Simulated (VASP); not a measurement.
Input:

```xyz
2
Lattice="3.3760 0.0000 0.0000 0.0000 3.3760 0.0000 0.0000 0.0000 3.3760" Properties=species:S:1:pos:R:3 pbc="T T T"
Ti     0.0000     0.0000     0.0000
Te     1.6880     1.6880     1.6880
```

All values below come from PBEsol GGA, VASP's PBE PAW potentials (set 64) (plane waves; VASP). Settings: 400 eV cut-off, Gaussian smearing of 0.050 eV, potentials Ti_sv Te.

Unless said otherwise, spin-orbit coupling is left out, though it shifts the bands of the heavy elements here.

Estimate the band gap (along the path) with the smallest direct gap where there is one.

band gap (along the path): none (metal, semimetal or under 0.01 eV)

Only differences to runs with the same potentials and settings are physical.

The structure was generated: TiTe was put into the CsCl type type (Pm-3m), which need not be its known phase. It was relaxed first, which changed the volume by -34 %.
